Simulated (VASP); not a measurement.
Computed with LDA (Ceperley-Alder, Perdew-Zunger), VASP's LDA PAW potentials (set 64) (plane waves; VASP 6.6.1).

VASP input:

KPOINTS:
```
k-points along high-symmetry lines
10
Line-mode
Reciprocal
  0.000000   0.000000   0.000000 ! GAMMA
  0.000000   0.500000   0.000000 ! M

  0.000000   0.500000   0.000000 ! M
 -0.333333   0.666667   0.000000 ! K

 -0.333333   0.666667   0.000000 ! K
  0.000000   0.000000   0.000000 ! GAMMA

  0.000000   0.000000   0.000000 ! GAMMA
  0.000000   0.000000   0.500000 ! A

  0.000000   0.000000   0.500000 ! A
  0.000000   0.500000   0.500000 ! L

  0.000000   0.500000   0.500000 ! L
 -0.333333   0.666667   0.500000 ! H

 -0.333333   0.666667   0.500000 ! H
  0.000000   0.000000   0.500000 ! A

  0.000000   0.500000   0.500000 ! L
  0.000000   0.500000   0.000000 ! M

 -0.333333   0.666667   0.500000 ! H
 -0.333333   0.666667   0.000000 ! K
```

File POSCAR:
```
MoTe2
1
    1.7368435503    -3.0083008692     0.0000000000
    1.7368435503     3.0083008692     0.0000000000
    0.0000000000     0.0000000000    13.7633749992
Te Mo
4 2
Direct
  0.3333330000   0.6666670000   0.8807382539
  0.6666670000   0.3333330000   0.3807382539
  0.6666670000   0.3333330000   0.1192617461
  0.3333330000   0.6666670000   0.6192617461
  0.3333330000   0.6666670000   0.2500000000
  0.6666670000   0.3333330000   0.7500000000
```

### INCAR
```
SYSTEM  =  MoTe2
PREC  =  Accurate; ENCUT  =  520; LREAL  =  .FALSE.
LASPH  =  .TRUE.; ICHARG  =  11
EDIFF  =  1E-7; NELM  =  100; ALGO  =  Normal
LMAXMIX  =  4
ISMEAR  =  0; SIGMA  =  0.05
LWAVE  =  .FALSE.; LCHARG  =  .FALSE.; LORBIT  =  11
```

POTCAR, in this order: Te Mo_sv (LDA.64 set). Program: vasp_std. Read from the step before: CHGCAR.

What VASP printed:

File OUTCAR:
```
 ion  position               nearest neighbor table
   1  0.333  0.667  0.881-   6 2.69   6 2.69   6 2.69   4 3.60
   2  0.667  0.333  0.381-   5 2.69   5 2.69   5 2.69   3 3.60
   3  0.667  0.333  0.119-   5 2.69   5 2.69   5 2.69   2 3.60
   4  0.333  0.667  0.619-   6 2.69   6 2.69   6 2.69   1 3.60
   5  0.333  0.667  0.250-   2 2.69   3 2.69   2 2.69   3 2.69   2 2.69   3 2.69
   6  0.667  0.333  0.750-   1 2.69   4 2.69   1 2.69   4 2.69   1 2.69   4 2.69
  LATTYP: Found a hexagonal cell.
 ALAT       =     3.4736867501
 C/A-ratio  =     3.9621808152
 Subroutine PRICEL returns:
 Original cell was already a primitive cell.
 Subroutine GETGRP returns: Found 24 space group operations
The static configuration has the point symmetry D_3d.
 The point group associated with its full space group is D_6h.
The dynamic configuration has the point symmetry D_3d.
 Subroutine INISYM returns: Found 24 space group operations
   k-points           NKPTS =     90   k-points in BZ     NKDIM =     90   number of bands    NBANDS=     31
   number of dos      NEDOS =    301   number of ions     NIONS =      6
   total plane-waves  NPLWV =  84672
   dimension x,y,z NGX =    28 NGY =   28 NGZ =  108
   dimension x,y,z NGXF=    56 NGYF=   56 NGZF=  216
   ions per type =               4   2
   PREC   = accura    normal or accurate (medium, high low for compatibility)
   ISTART =      0    job   : 0-new  1-cont  2-samecut
   ICHARG =     11    charge: 1-file 2-atom 10-const
   ISPIN  =      1    spin polarized calculation?
   LNONCOLLINEAR =      F non collinear calculations
   LSORBIT =      F    spin-orbit coupling
   INIWAV =      1    electr: 0-lowe 1-rand  2-diag
   ENCUT  =  520.0 eV  38.22 Ry    6.18 a.u.   6.46  6.46 25.59*2*pi/ulx,y,z
   NELM   =    100;   NELMIN=  2; NELMDL= -5     # of ELM steps
   EDIFF  = 0.1E-06   stopping-criterion for ELM
   LREAL  =      F    real-space projection
   NLSPLINE    = F    spline interpolate recip. space projectors
   LMAXMIX     =    4 max onsite mixed and CHGCAR
   VOSKOWN=      0    Vosko Wilk Nusair interpolation
   EDIFFG = 0.1E-05   stopping-criterion for IOM
   NSW    =      0    number of steps for IOM
   NBLOCK =      1;   KBLOCK =      1    inner block; outer block
...
```

### OSZICAR
```
       N       E                     dE             d eps       ncg     rms          rms(c)
DAV:   1     0.428981508681E+03    0.42898E+03   -0.27188E+04  6428   0.151E+03
DAV:   2    -0.147957261687E+02   -0.44378E+03   -0.43505E+03  6776   0.367E+02
DAV:   3    -0.400144929412E+02   -0.25219E+02   -0.24556E+02  7130   0.723E+01
DAV:   4    -0.407668989253E+02   -0.75241E+00   -0.75043E+00  6718   0.119E+01
DAV:   5    -0.407870289201E+02   -0.20130E-01   -0.20119E-01  7261   0.206E+00
DAV:   6    -0.407874581702E+02   -0.42925E-03   -0.42917E-03  6678   0.292E-01
DAV:   7    -0.407874753617E+02   -0.17191E-04   -0.17191E-04  7322   0.523E-02
DAV:   8    -0.407874759599E+02   -0.59821E-06   -0.59823E-06  6555   0.928E-03
DAV:   9    -0.407874759885E+02   -0.28604E-07   -0.28606E-07  4864   0.187E-03
   1 F= -.40787476E+02 E0= -.40787476E+02  d E =-.146039E-18
```

File OUTCAR:
```
 val. band max:        8.5739975515   @ k =   0.0000   0.0000   0.0000

 cond. band min:       9.2160521843   @ k =  -0.1852   0.3704   0.0000



 k-point     1 :       0.0000    0.0000    0.0000
  band No.  band energies     occupation
      1     -51.8793      2.00000
      2     -51.8793      2.00000
      3     -26.2671      2.00000
      4     -26.2671      2.00000
      5     -26.0980      2.00000
      6     -26.0980      2.00000
      7     -26.0980      2.00000
      8     -26.0980      2.00000
      9      -4.7232      2.00000
     10      -4.3388      2.00000
     11      -3.8602      2.00000
     12      -3.2597      2.00000
     13       2.4415      2.00000
     14       3.9035      2.00000
     15       5.2300      2.00000
     16       6.6953      2.00000
     17       6.6953      2.00000
     18       6.7130      2.00000
     19       6.7130      2.00000
     20       7.3641      2.00000
     21       7.5056      2.00000
     22       7.5057      2.00000
     23       7.5460      2.00000
     24       7.5461      2.00000
     25       8.3278      2.00000
     26       8.5740      2.00000
     27      11.5709      0.00000
     28      11.5717      0.00000
     29      11.7272      0.00000
     30      11.7310      0.00000
     31      11.8023      0.00000

 k-point     2 :       0.0000    0.0556    0.0000
  band No.  band energies     occupation
      1     -51.8790      2.00000
      2     -51.8790      2.00000
      3     -26.2661      2.00000
      4     -26.2661      2.00000
      5     -26.1028      2.00000
      6     -26.1027      2.00000
      7     -26.0991      2.00000
      8     -26.0991      2.00000
      9      -4.6770      2.00000
     10      -4.2932      2.00000
     11      -3.8260      2.00000
     12      -3.2302      2.00000
     13       2.4929      2.00000
     14       3.9526      2.00000
     15       5.2081      2.00000
     16       6.5930      2.00000
     17       6.6152      2.00000
     18       6.7322      2.00000
...
```

The density is held fixed in this step, so its total energy and stress have no physical meaning. Unless said otherwise, spin-orbit coupling is left out, though it shifts the bands of the heavy elements here.

The compound is MoTe2 in the 2H layered structure. It was relaxed first.
